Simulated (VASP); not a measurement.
ZnS: band structure with PBE

**The experiment to reproduce.**

From “Electronic, vibrational, and thermodynamic properties of ZnS (zincblende and rocksalt structure)”, 2009, arxiv:0911.5022, for a bulk crystal of ZnS at 19 K: band gap 3.85 eV (direct).

ZnS:

```xyz
2
Lattice="0.0000 2.7236 2.7236 2.7236 0.0000 2.7236 2.7236 2.7236 0.0000" Properties=species:S:1:pos:R:3 pbc="T T T"
Zn    1.3618    1.3618    1.3618
S     0.0000    0.0000    0.0000
```

```
Program                : VASP 6.6.1
Task                   : band structure
Functional             : PBE
Potentials or basis    : VASP PAW PBE potentials, release 64 (Zn, S)
Cutoff                 : 520 eV
k mesh                 : 10 × 10 × 10
Occupations            : gaussian, width 0.02 eV
Spin                   : no spin polarisation
Further INCAR settings : ALGO = Normal; EDIFF = 1e-07; NBANDS = 16
```

* Pressure: 0.0 GPa
* Band gap on the k mesh: 2.01 eV, direct
* Band gap along the path: 2.01 eV, direct

Levels at the corners of the path, in eV from the valence-band top:
```
point  band 5  band 6  band 7  band 8  band 9  band 10  band 11  band 12  band 13  band 14
    Γ   -5.78   -5.78    0.00    0.00    0.00     2.01     6.41     6.41     6.41    11.73
    X   -5.71   -5.57   -4.47   -2.13   -2.13     3.46     4.07    10.81    11.81    11.81
    X   -5.71   -5.57   -4.47   -2.13   -2.13     3.46     4.07    10.81    11.81    11.81
    W   -5.81   -5.40   -4.47   -2.63   -2.62     5.71     5.93     7.82     8.25    12.25
    W   -5.81   -5.40   -4.47   -2.63   -2.62     5.71     5.93     7.82     8.25    12.25
    K   -5.74   -5.45   -4.50   -3.00   -1.74     4.15     5.91     9.33     9.72    10.50
    K   -5.74   -5.45   -4.50   -3.00   -1.74     4.15     5.91     9.33     9.72    10.50
    Γ   -5.78   -5.78    0.00    0.00    0.00     2.01     6.41     6.41     6.41    11.73
    Γ   -5.78   -5.78    0.00    0.00    0.00     2.01     6.41     6.41     6.41    11.73
    L   -5.75   -5.58   -5.14   -0.83   -0.83     3.26     6.94     6.94     8.79    12.06
    L   -5.75   -5.58   -5.14   -0.83   -0.83     3.26     6.94     6.94     8.79    12.06
    U   -5.74   -5.45   -4.50   -3.00   -1.74     4.15     5.91     9.33     9.72    10.50
    U   -5.74   -5.45   -4.50   -3.00   -1.74     4.15     5.91     9.33     9.72    10.50
    W   -5.81   -5.40   -4.47   -2.63   -2.62     5.71     5.93     7.82     8.25    12.25
    W   -5.81   -5.40   -4.47   -2.63   -2.62     5.71     5.93     7.82     8.25    12.25
    L   -5.75   -5.58   -5.14   -0.83   -0.83     3.26     6.94     6.94     8.79    12.06
    L   -5.75   -5.58   -5.14   -0.83   -0.83     3.26     6.94     6.94     8.79    12.06
    K   -5.74   -5.45   -4.50   -3.00   -1.74     4.15     5.91     9.33     9.72    10.50
    U   -5.74   -5.45   -4.50   -3.00   -1.74     4.15     5.91     9.33     9.72    10.50
    X   -5.71   -5.57   -4.47   -2.13   -2.13     3.46     4.07    10.81    11.81    11.81
```

Wall time 120 s on 1 thread of AMD EPYC 7R13 Processor (Zen 3), on a shared host, peak memory 0.17 GiB.

Against the measured gap of ZnS, 3.85 eV (direct; 19 K; quoted in “Electronic, vibrational, and thermodynamic properties of ZnS (zincblende and rocksalt structure)”, 2009, arxiv:0911.5022), the calculated 2.01 eV is off by -1.84 eV. The value is that of PBE, without temperature or zero-point motion. Semilocal functionals fall short of measured gaps as a rule.
